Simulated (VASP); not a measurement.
Here is a VASP 6.6.1 calculation.

Contents of INCAR:

```
PREC = Accurate
ENCUT = 520
EDIFF = 1E-6
ISMEAR = 0
SIGMA = 0.1
LREAL = False
LASPH = True
NELM = 80
ALGO = Normal
ISIF = 2
LWAVE = False
LCHARG = True
GGA = PS
LELF = True
LVHAR = True
```

File KPOINTS:

```
Automatic mesh
0
Gamma
  12 12 12
```

The input POSCAR:

```
InSb
1.0
    0.0000000000      3.3166107100      3.3166107100
    3.3166107100      0.0000000000      3.3166107100
    3.3166107100      3.3166107100      0.0000000000
In Sb
1 1
Direct
    0.0000000000      0.0000000000      0.0000000000
    0.7500000000      0.7500000000      0.7500000000
```

Potentials or basis: VASP PAW PBE potentials, release 64 (In_d, Sb).

Command:

```sh
$ cat potpaw_PBE.64/In_d/POTCAR potpaw_PBE.64/Sb/POTCAR > POTCAR
$ mpirun -np 1 vasp_std > vasp.out
```

(1) Estimate the pressure.

(2) What does it give for the band gap on the k mesh?

## Answers

(1) -2.0 GPa.

(2) none (metal or under the smearing width).

Caveat: the PAW data sets were made with another functional, which shifts forces and pressure a little; this crystal is a semiconductor, whose small gap the functional closes, so the metal is an error of the method.

**The experiment to reproduce.**

From “Electronic Structure and Epitaxy of CdTe Shells on InSb Nanowires”, 2021, arxiv:2111.05126, for a bulk crystal of InSb: band gap 0.24 eV.

A measured gap of InSb is 0.24 eV (quoted in “Electronic Structure and Epitaxy of CdTe Shells on InSb Nanowires”, 2021, arxiv:2111.05126); the calculated 0.00 eV misses it by -0.24 eV. Spin-orbit coupling on In, Sb is left out. The value is that of PBEsol on a finite k mesh, which can miss the band edges, without temperature or zero-point motion. Semilocal functionals fall short of measured gaps as a rule. The cell is a database's relaxed one, not the measured one, which moves gaps too.
